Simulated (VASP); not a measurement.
Level of theory: PBE GGA, VASP's PBE PAW potentials (set 64) (plane waves; VASP 6.6.1).

VASP input:

POSCAR:
```
CsCl
1.0
  4.2112647078   0.0000000000   0.0000000000
  0.0000000000   4.2112647078   0.0000000000
  0.0000000000   0.0000000000   4.2112647078
Cs Cl
1 1
Cartesian
  0.0000000000   0.0000000000   0.0000000000
  2.1056323539   2.1056323539   2.1056323539
```

File KPOINTS:
```
kpoints
0
Gamma
  6 6 6
0 0 0
```

**INCAR**
```
ALGO = Normal
EDIFF = 1E-6
EDIFFG = -0.01
ENCUT = 400
GGA = PE
IBRION = 2
ISIF = 3
ISMEAR = 0
LASPH = .TRUE.
LCHARG = .FALSE.
LMAXMIX = 4
LREAL = .FALSE.
LWAVE = .FALSE.
NELM = 100
NSW = 60
PREC = Accurate
SIGMA = 0.05
SYSTEM = CsCl
```

POTCAR, in this order: Cs_sv Cl (PBE.64 set). Program: vasp_std.

Problem. What will the output report for the number of irreducible k-points (NKPTS), number of bands (NBANDS), largest plane-wave count, number of space-group operations, FFT grid (NGX, NGY, NGZ)?

Solution. 
```
Item                                          Result
--------------------------------------  ------------
number of irreducible k-points (NKPTS)            20
number of bands (NBANDS)                          12
largest plane-wave count                        1376
number of space-group operations                  48
FFT grid (NGX, NGY, NGZ)                28 × 28 × 28
```

The compound is CsCl in the CsCl type structure. This run relaxes it. Symmetry was kept, so distortions that lower it aren't found. The start is the result of an earlier pass.
